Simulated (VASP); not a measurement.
VClO, 6 atoms in the cell. Symmetry: Pmmn, No. 59, orthorhombic system. Conventional cell: a = 3.300 Å, b = 3.780 Å, c = 7.910 Å, α = 90.00°, β = 90.00°, γ = 90.00°. V (site symmetry mm2) is surrounded by 4 O at 1.97 to 2.08 Å. Around Cl (site symmetry mm2) lie 2 V at 2.36 Å. O (site symmetry mm2) has 4 V at 1.97 to 2.08 Å as nearest neighbours. 

| Item | Value |
| --- | --- |
| Program | VASP 6.6.1 |
| Task | single point |
| Functional | PBEsol |
| Potentials or basis | VASP PAW PBE potentials, release 64 (V_sv, Cl, O) |
| Cutoff | 520 eV |
| k mesh | 7 × 6 × 3 |
| Occupations | gaussian, width 0.05 eV |
| Spin | collinear spin, antiferromagnetic start |
| Starting moments | [2.0, -2.0, 0.0, 0.0, 0.0, 0.0] μB |
| Hubbard terms | V d U = 3 eV |
| Further INCAR settings | ALGO = Normal; EDIFF = 1e-07 |

Potentials or basis: VASP PAW PBE potentials, release 64 (V_sv, Cl, O).

Run with:

```console
$ cat potpaw_PBE.64/V_sv/POTCAR potpaw_PBE.64/Cl/POTCAR potpaw_PBE.64/O/POTCAR > POTCAR
$ mpirun -np 1 vasp_std > vasp.out
```

Hardware: 1 thread of Intel(R) Xeon(R) Platinum 8488C (Sapphire Rapids) (shared host).

Q: How long does it take, and how much memory?

A: It took 3.2 min on 1 thread of Intel(R) Xeon(R) Platinum 8488C (Sapphire Rapids) (shared host), peak memory 0.33 GiB. Counts: scf iterations 18, k points 32.
